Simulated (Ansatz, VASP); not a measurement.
# H in two plane-wave programs

One calculation is typed for both programs; each brings its own data sets. How far apart do they land? Of the first pair: The two relaxations start from unlike cells of this crystal (the structure described is Ansatz's start), so only their ends are compared.

Main program and level: Ansatz 0.2.0; plane waves, with VASP 6.6.1 beside it; relaxation of cell and atoms at PBEsol and elastic constants at PBEsol.

## 1. The structure

The structure is tetragonal, space group I4/mmm (No. 139). The conventional cell has a = 3.465 Å, b = 3.465 Å, c = 4.496 Å, α = 90.00°, β = 90.00°, γ = 90.00°. H has 1 H at 0.76 Å nearest.

## 2. VASP: relaxation of cell and atoms, PBEsol

The relaxed volume is the usual yardstick between codes: in a stiff, nearly cubic crystal its relative difference is about their pressure difference at one cell divided by the bulk modulus.

Lines of VASP's logs that name or quote its potential files are left out, and so is its time.

Input file INCAR:

```
SYSTEM = H
PREC = Accurate
ENCUT = 500
EDIFF = 1E-07
NELM = 120
ISMEAR = 0
SIGMA = 0.02
LREAL = .FALSE.
ALGO = Normal
GGA = PS
NBANDS = 7
LORBIT = 11
LWAVE = .FALSE.
LCHARG = .FALSE.
ISIF = 3
IBRION = 2
NSW = 80
EDIFFG = -0.005
LASPH = .TRUE.
GGA_COMPAT = .FALSE.
NELMIN = 4
EFERMI = MIDGAP
```

Input file POSCAR:

```
H
1.0
   -1.6563749566      1.6563749566      2.1328105281
    1.6563749566     -1.6563749566      2.1328105281
    1.6563749566      1.6563749566     -2.1328105281
H
2
Direct
    0.9109817019      0.9109817019      0.0000000000
    0.0890180757      0.0890180757      0.0000000000
```

Input file KPOINTS:

```
Automatic mesh
0
Gamma
8 8 8
0 0 0
```

PAW data sets: H (PBE family, release 64).

On the command line:

```bash
mpirun -np 1 vasp_std
```

Numbers of over 12 decimals in the logs are rounded to 6 here.

Log:

```text
[banner, memory and clock lines left out]
running    1 mpi-ranks, on    1 nodes
 distrk:  each k-point on    1 cores,    1 groups
 distr:  one band on    1 cores,    1 groups

 POSCAR found type information on POSCAR H
 POSCAR found :  1 types and       2 ions
|                                                                             |
|               ----> ADVICE to this user running VASP <----                  |
|                                                                             |
|     You enforced a specific xc type in the INCAR file but a different       |
|     [... a line on the potential file left out ...]
|     I HOPE YOU KNOW WHAT YOU ARE DOING!                                     |
|                                                                             |

 LDA part: xc-table for (Slater+PW92), standard interpolation
 POSCAR, INCAR and KPOINTS ok, starting setup
 FFT: planning ... GRIDC
 FFT: planning ... GRID_SOFT
 FFT: planning ... GRID
 WAVECAR not read
 entering main loop
       N       E                     dE             d eps       ncg     rms          rms(c)
DAV:   1    -0.673619505406E+01   -0.67362E+01   -0.49420E+02   826   0.183E+02
DAV:   2    -0.701370468533E+01   -0.27751E+00   -0.27751E+00  1099   0.104E+01
DAV:   3    -0.701414183005E+01   -0.43714E-03   -0.43714E-03   896   0.400E-01
DAV:   4    -0.701414245708E+01   -0.62703E-06   -0.62703E-06  1211   0.156E-02
DAV:   5    -0.701414245749E+01   -0.41288E-09   -0.41287E-09   931   0.289E-04    0.415E+00
DAV:   6    -0.667153454476E+01    0.34261E+00   -0.19010E-01   833   0.151E+00    0.226E+00
DAV:   7    -0.652141867076E+01    0.15012E+00   -0.35187E-01   847   0.220E+00    0.239E-01
DAV:   8    -0.652574762005E+01   -0.43289E-02   -0.61082E-03   882   0.313E-01    0.104E-01
DAV:   9    -0.652550529029E+01    0.24233E-03   -0.69164E-04   980   0.114E-01    0.123E-02
DAV:  10    -0.652551747849E+01   -0.12188E-04   -0.10549E-05   931   0.197E-02    0.275E-03
DAV:  11    -0.652552012836E+01   -0.26499E-05   -0.27314E-06   917   0.841E-03    0.312E-04
DAV:  12    -0.652552032588E+01   -0.19752E-06   -0.50347E-08   973   0.142E-03    0.278E-04
DAV:  13    -0.652552035130E+01   -0.25419E-07   -0.76338E-09   966   0.516E-04
   1 F= -.65255204E+01 E0= -.65255204E+01  d E =-.652552E+01
[... from here on, the cycles between the ionic steps are left out ...]
   2 F= -.65255396E+01 E0= -.65255396E+01  d E =-.192223E-04
   3 F= -.65255482E+01 E0= -.65255482E+01  d E =-.278855E-04
   4 F= -.65255522E+01 E0= -.65255522E+01  d E =-.395907E-05
   5 F= -.65255640E+01 E0= -.65255640E+01  d E =-.157318E-04
   6 F= -.65255871E+01 E0= -.65255871E+01  d E =-.388644E-04
   7 F= -.65256317E+01 E0= -.65256317E+01  d E =-.834904E-04
   8 F= -.65257144E+01 E0= -.65257144E+01  d E =-.166153E-03
   9 F= -.65258531E+01 E0= -.65258531E+01  d E =-.304814E-03
 curvature:  -9.51 expect dE=-0.576E-03 dE for cont linesearch -0.805E-04
 ZBRENT: increasing intervall
 opt :   4.4687  next Energy=    -6.526017 (dE=-0.469E-03)
 bond charge predicted
       N       E                     dE             d eps       ncg     rms          rms(c)
DAV:   1    -0.652643191238E+01   -0.57885E-03   -0.33888E-02   847   0.896E-01    0.132E-01
DAV:   2    -0.652614648546E+01    0.28543E-03   -0.28364E-04   840   0.841E-02    0.733E-02
DAV:   3    -0.652602041823E+01    0.12607E-03   -0.32318E-04   833   0.659E-02    0.495E-03
DAV:   4    -0.652602117601E+01   -0.75777E-06   -0.27108E-06   889   0.103E-02    0.217E-03
DAV:   5    -0.652602150144E+01   -0.32543E-06   -0.58442E-07   910   0.419E-03    0.267E-04
DAV:   6    -0.652602151349E+01   -0.12049E-07   -0.12223E-08   994   0.660E-04
  10 F= -.65260215E+01 E0= -.65260215E+01  d E =-.473277E-03
 curvature: -19.32 expect dE=-0.690E-04 dE for cont linesearch -0.245E-04
 trial: gam=-0.11903 g(F)=  0.133E-05 g(S)=  0.224E-05 ort = 0.408E-04 (trialstep = 0.913E+00)
 search vector abs. value=  0.125E-04
 reached required accuracy - stopping structural energy minimisation
```

Parts of OUTCAR (step 2):

```text
ion  position               nearest neighbor table
   1  0.911  0.911  0.000-   2 0.76
   2  0.089  0.089  0.000-   1 0.76

  LATTYP: Found a body centered tetragonal cell.
 ALAT       =     3.3127499132
 C/A-ratio  =     1.2876375120

 Subroutine GETGRP returns: Found 16 space group operations
 (whereof 16 operations were pure point group operations)

The static configuration has the point symmetry D_4h.

 Found     59 irreducible k-points:

   k-points           NKPTS =     59   k-points in BZ     NKDIM =     59   number of bands    NBANDS=      7

   dimension x,y,z NGX =    24 NGY =   24 NGZ =   24
   dimension x,y,z NGXF=    48 NGYF=   48 NGZF=   48

   ENCUT  =  500.0 eV  36.75 Ry    6.06 a.u.   5.78  5.78  5.78*2*pi/ulx,y,z

   NELECT =       2.0000    total number of electrons

 k-points in reciprocal lattice and weights: Automatic mesh
   0.00000000  0.00000000  0.00000000       0.002
   0.12500000 -0.00000000  0.00000000       0.016
   0.25000000 -0.00000000  0.00000000       0.016
   0.37500000 -0.00000000  0.00000000       0.016
   0.50000000 -0.00000000  0.00000000       0.008
   0.12500000  0.12500000  0.00000000       0.016
   0.25000000  0.12500000  0.00000000       0.031
   0.37500000  0.12500000  0.00000000       0.031
   0.50000000  0.12500000  0.00000000       0.031
[...]
-0.37500000 -0.37500000  0.37500000       0.004
   0.50000000  0.50000000  0.50000000       0.002

 average (electrostatic) potential at core
       1 -39.5034       2 -39.5034

 E-fermi :  -3.5211

 k-point     1 :       0.0000    0.0000    0.0000
  band No.  band energies     occupation
      1     -10.4331      2.00000
      2       6.0322      0.00000
      3       9.2475      0.00000
      4      15.9120      0.00000
      5      15.9120      0.00000
      6      17.8871      0.00000
    ...

 k-point     2 :       0.1250   -0.0000    0.0000
  band No.  band energies     occupation
      1     -10.2261      2.00000
      2       5.0802      0.00000
      3       9.5788      0.00000
      4      14.0659      0.00000
      5      14.8952      0.00000
      6      18.2401      0.00000
    ...

 k-point     3 :       0.2500   -0.0000    0.0000
  band No.  band energies     occupation
      1      -9.6678      2.00000
      2       3.2012      0.00000
      3       9.8273      0.00000
      4      11.8992      0.00000
      5      13.7939      0.00000
      6      17.7769      0.00000
    ...

  Total       -0.0035055     -0.0035055     -0.0082730      0.0000000      0.0000000      0.0000000
  in kB       -0.2510103     -0.2510103     -0.5923863      0.0000000      0.0000000      0.0000000
  external PRESSURE =      -0.3648023 kB  Pullay stress =       0.0000000 kB

  energy-cutoff  :      500.00
  volume of cell :       22.38
      direct lattice vectors                 reciprocal lattice vectors
    -1.633392043  1.633392043  2.096664923     0.000000000  0.306111446  0.238473966
     1.633392043 -1.633392043  2.096664923     0.306111446  0.000000000  0.238473966
     1.633392043  1.633392043 -2.096664923     0.306111446  0.306111446  0.000000000

 POSITION                                       TOTAL-FORCE (eV/Angst)
 -----------------------------------------------------------------------------------
      0.00000      0.00000      3.81342         0.000000      0.000000      0.003707
      1.63339      1.63339     -1.71676        -0.000000     -0.000000     -0.003707
 -----------------------------------------------------------------------------------
    total drift:                               -0.000000     -0.000000      0.000034

  FREE ENERGIE OF THE ION-ELECTRON SYSTEM (eV)
  ---------------------------------------------------
  free  energy   TOTEN  =        -6.5260215135 eV

  energy  without entropy=       -6.5260215135  energy(sigma->0) =       -6.52602151

 reached required accuracy - stopping structural energy minimisation

 total charge
# of ion       s       p       d       tot
------------------------------------------
    1        0.595   0.027   0.000   0.622
    2        0.595   0.027   0.000   0.622
--------------------------------------------------
tot          1.190   0.053   0.000   1.243

[... 3 further parts left out ...]
```

CONTCAR:

```
H
   1.00000000000000
    -1.6333920428465953    1.6333920428465953    2.0966649229702652
     1.6333920428465953   -1.6333920428465953    2.0966649229702652
     1.6333920428465953    1.6333920428465953   -2.0966649229702652
  H
     2
Direct
     0.9094025074319382    0.9094025074319382    0.0000000000000000
     0.0905972701680576    0.0905972701680576    1.0000000000000000
```

## 3. Ansatz: relaxation of cell and atoms, PBEsol

Ansatz runs on norm-conserving files, of PseudoDojo where its log says so.

Its own start cell and the same functional, mesh and smearing now go to Ansatz.

Input file input.yaml:

```yaml
crystal:
  lattice:
    - [-1.7326827966, 1.7326827966, 2.2480665174]
    - [1.7326827966, -1.7326827966, 2.2480665174]
    - [1.7326827966, 1.7326827966, -2.2480665174]
  atoms:
    - { symbol: H, position: [0.9156669538, 0.9156669538, 0.0] }
    - { symbol: H, position: [0.0843330462, 0.0843330462, 0.0] }
kpoints:
  mp_grid: { grid: [8, 8, 8] }
hamiltonian:
  xc: pbesol
  pseudopotentials: { kind: nc, accuracy: standard }
scf:
  occupations: { method: gaussian, width: 0.02 }
output:
  forces: true
  stress: true
  eigenvalues: true
basis:
  ecutwfc: 870.764
relax:
  adjacent_minimum: "off"
  f_tol: 0.003
  max_steps: 80
  cell: { stress_tol: 0.03 }
```

On the command line:

```bash
ansatz run input.yaml --threads 2 --pin off --max-ram 4096MiB --backend cpu --events-out ev --progress --plain --runs-dir out
```

Log:

```text
Warning: basis.ecutwfc = 870.764 eV is below the records' recommended 979.609905 eV, and the density's cutoff is lower with it unless basis.ecutrho_ratio is high enough to keep the records' density cutoff: compare with a run at a higher cutoff
Engine: ansatz 0.2.0, aarch64-unknown-linux-gnu
Pseudopotentials: kind: nc
Pseudopotential: H, nc, valence charge 1, recommended cutoff 979.609905 eV (normal), H.nc.azcp (PseudoDojo's, or run here from an input of PseudoDojo's; its table is named by hamiltonian.pseudopotentials.accuracy)
Functional definition: PBEsol
  exchange = pbesol_x
  correlation = pbesol_c
Crystal: 2 atoms, lattice volume = 26.996 Å³
Basis set: ecut = 870.764 eV, 1551 PW (Γ), exchange–correlation on 72×72×72 points (8 copies of the dense FFT grid, shifted against one another)
Bands: 5, of which v1, the nominal top of the filled ones, is band 1 counted from 1 (0 counted from 0)
Symmetry: 16 space group operations
Space group: I4/mmm (ITA 139), of the structure as read, at distance tolerance 3.0e-5 Å
k-points: 59 of 512
Non-local potential: H, projectors of the file, l = 0: 2, l = 1: 1
Initial density: superposition of atomic densities (chi_scale 0.1, normalization cell)
Initial wavefunctions: pseudopotential atomic-orbital guess
Functional: x = pbesol(κ = 0.804, μ = 0.123457), c = pbesol(β = 0.046)
SCF iter   1: F=—  HF=-31.785091 eV  |F-HF|=—  |Δ(HF+E_count)|=         —  Δρ=8.28e-2  dr2=1.44e0  ethr=3.10e-3  ⟨swp⟩=4.6  Hψ=2876  notcnv=0
preconditioner: auto → none  [insulator: Δε(μ)=10.501 eV  Ē_g=17.185 eV  σ=0.020 eV  W_gap=1.00  n_scr=0 (ndim 8)  ℏωp=10.1 eV  f_vac=0.000  D(μ)=0.00/eV (n_scr^D=0)  ε∞_Penn≈1.3]
SCF iter   2: F=—  HF=-31.306925 eV  |F-HF|=—  |Δ(HF+E_count)|=   4.78e-1  Δρ=3.04e-2  dr2=2.00e-1  ethr=3.10e-3  ⟨swp⟩=3.3  Hψ=1127  notcnv=0
SCF iter   3: F=—  HF=-31.230328 eV  |F-HF|=—  |Δ(HF+E_count)|=   7.66e-2  Δρ=1.23e-3  dr2=1.79e-4  ethr=3.10e-3  ⟨swp⟩=3.1  Hψ=662  notcnv=0
SCF iter   4: F=—  HF=-31.230369 eV  |F-HF|=—  |Δ(HF+E_count)|=   4.09e-5  Δρ=1.52e-4  dr2=7.53e-6  ethr=8.95e-6  ⟨swp⟩=2.8  Hψ=590  notcnv=0
SCF iter   5: F=—  HF=-31.230373 eV  |F-HF|=—  |Δ(HF+E_count)|=   4.32e-6  Δρ=1.22e-5  dr2=4.36e-8  ethr=5.00e-9  ⟨swp⟩=5.4  Hψ=1940  notcnv=0
SCF iter   6: F=-31.230373 eV  HF=-31.230373 eV  |F-HF|=7.67e-10  |Δ(HF+E_count)|=   7.11e-8  Δρ=1.05e-6  dr2=1.62e-10  ethr=2.18e-9  ⟨swp⟩=2.1  Hψ=833  notcnv=0
SCF 1 converged in 6 iterations: F = -31.230373 eV  dr2 = 1.62e-10
relax step   1: F+E_penalty+E_count = -31.23037312 eV  Δ(F+E_penalty+E_count) = +0.000e0 eV  max|allowed force component| = 4.664e-4 eV/Å  Δτ_max = 0.0000 Å  P = +0.018 GPa  Ω = 26.996 Å³  (6 SCF iters, dr2 threshold 1.00e-7 eV, accepted)
Initial density: handed on by an earlier stage of this run
Initial wavefunctions: pseudopotential atomic-orbital guess (no wavefunctions were taken with the density)
iter 1 solved again at ethr=1.51e-7 eV; its pass at ethr=3.10e-3 eV (dr2=3.02e-6 eV) is discarded
SCF iter   1: F=—  HF=-31.230373 eV  |F-HF|=—  |Δ(HF+E_count)|=         —  Δρ=1.13e-6  dr2=1.61e-10  ethr=1.51e-7  ⟨swp⟩=3.1  Hψ=3753  notcnv=0
eigensolver tolerance schedule: the retry pair's looser diagonalisation over-reported the residual by 18685.14 of it (diagonalisation noise at 9.98 of the residual, at the tolerance the schedule requests for it); recorded, not acted on — ethr = c·dr2/N_el stays at c = 1.0e-1
preconditioner: auto → none  [insulator: Δε(μ)=8.952 eV  Ē_g=15.894 eV  σ=0.020 eV  W_gap=1.00  n_scr=0 (ndim 8)  ℏωp=10.1 eV  f_vac=0.024  D(μ)=0.00/eV (n_scr^D=0)  ε∞_Penn≈1.4]
SCF iter   2: F=—  HF=-31.230373 eV  |F-HF|=—  |Δ(HF+E_count)|=   1.53e-8  Δρ=5.63e-7  dr2=6.61e-11  ethr=8.07e-12  ⟨swp⟩=2.9  Hψ=408  notcnv=0
SCF iter   3: F=—  HF=-31.230373 eV  |F-HF|=—  |Δ(HF+E_count)|=  2.21e-10  Δρ=2.18e-7  dr2=9.44e-12  ethr=3.30e-12  ⟨swp⟩=2.0  Hψ=354  notcnv=0
SCF iter   4: F=-31.230373 eV  HF=-31.230373 eV  |F-HF|=0.00e0  |Δ(HF+E_count)|=  4.40e-11  Δρ=2.28e-8  dr2=1.11e-13  ethr=1.00e-12  ⟨swp⟩=5.3  Hψ=718  notcnv=0
SCF 2 converged in 4 iterations: F = -31.230373 eV  dr2 = 1.11e-13
relax step   2: F+E_penalty+E_count = -31.23037312 eV  Δ(F+E_penalty+E_count) = -9.614e-11 eV  max|allowed force component| = 4.593e-4 eV/Å  Δτ_max = 0.0000 Å  P = +0.018 GPa  Ω = 26.996 Å³  stress off target by 2.24e-2 GPa  SCF on the basis re-selected at this cell (its energy is not comparable with the rows above)  (4 SCF iters)
basis re-selected at this cell: Δ(F+E_penalty+E_count) = -9.614e-11 eV, ΔP = -0.000 GPa vs the last step (what re-selecting the basis moved, of the pressure what is left beyond the Pulay correction that the steps carried, after the strain that the cell walked since its last selection, with what the two solves' SCF thresholds leave and, on support functions, any second-order correction that the steps lacked; it is no  [...]
SCF converged after 4 iterations
Free energy (F): -31.230373 eV
Harris-Foulkes:  -31.230373 eV  (|F-HF|=0.00e0)
Internal energy: -31.230373 eV  (E = F + TS)
E sigma→0 (E₀):  -31.230373 eV
Fermi energy:    -3.674764 eV
--- Per-component energies (eV) ---
  E_band       = -17.621606
  E_kinetic    = 29.502131
  E_local      = -40.222596  (includes V_loc(G=0)·N_el)
  E_nonlocal   = -5.181748
  E_hartree    = 10.829839
  E_xc         = -18.046605
  E_vxc        = -23.379073  (∫ρ·V_xc dr)
  E_ewald      = -8.111394
  E_smearing   = -0.000000  (= −TS)
  E_closure    = 0.000000  (closes the sum)
  Σ components = -31.230373   (vs F -31.230373, Δ=0.00e0)
--- Forces (eV/Å), atoms counted from 1 ---
  atom   1  H      0.00000000    -0.00000000     0.00045933
  atom   2  H      0.00000000     0.00000000    -0.00045933
  max |Σ_I F_I| component: 1.08e-19 eV/Å
--- Stress (GPa, compression-positive) ---
        0.022389       0.000000       0.000000
        0.000000       0.022389       0.000000
        0.000000      -0.000000       0.008711
  P = ⅓ Tr σ = 0.0178 GPa (0.178 kbar)
--- Band table (eV; the first three rows and the last of 59) ---
  k-point 0: bands = ["-10.0311", "4.6753", "8.0599", "13.9216", "13.9216"]
  k-point 1: bands = ["-9.8411", "4.2390", "7.4411", "12.5795", "13.9292"]
  k-point 2: bands = ["-9.3446", "3.4102", "6.3336", "10.9082", "11.2591"]
  k-point 58: bands = ["-8.1506", "1.3887", "6.8159", "7.8151", "7.8151"]
--- Relaxed structure (1 steps of the walk, 1 accepted, 1 SCFs on fresh bases) ---
  F+E_penalty+E_count = -31.23037312 eV   max|allowed force component| = 4.593e-4 eV/Å   (the final SCF, on the basis selected at the relaxed cell)
  cell:  # Å, volume = 26.9965 Å³
    - [-1.7326827966, 1.7326827966, 2.2480665174]
    - [1.7326827966, -1.7326827966, 2.2480665174]
    - [1.7326827966, 1.7326827966, -2.2480665174]
  atoms:
    - { symbol: H, position: [0.9156669538, 0.9156669538, 0.0] }
    - { symbol: H, position: [0.0843330462, 0.0843330462, 0.0] }
```

## 4. Comparison

Known differences besides the potentials themselves: the cutoff is 870.764 eV in Ansatz and 500 eV in VASP; Ansatz adds a Pulay correction to the stress that steers its cell, VASP none; Ansatz's log warns that its cutoff lies below the recommended one. Total energies have different zeros and are not compared.

Compared:

```
                                         quantity  Ansatz   VASP  difference
                                      volume (Å³)   27.00  22.38    +20.65 %
edge a after relaxation, in the typed setting (Å)   3.325  3.120     +6.60 %
```

[end of part 1 of 2]

[Lines on the potential files, build, host, timing and source positions are cut from VASP's logs without a mark.]

[Logs are printed without paths, hosts, clocks, repeated set-up lines and the standing remarks that a program may print on its own settings, such as how far it seeks lower states.]

[Hosts, paths, dates, database ids (printed as entryN), source tags and the programs' standing remarks are cut or masked in the printed files.]
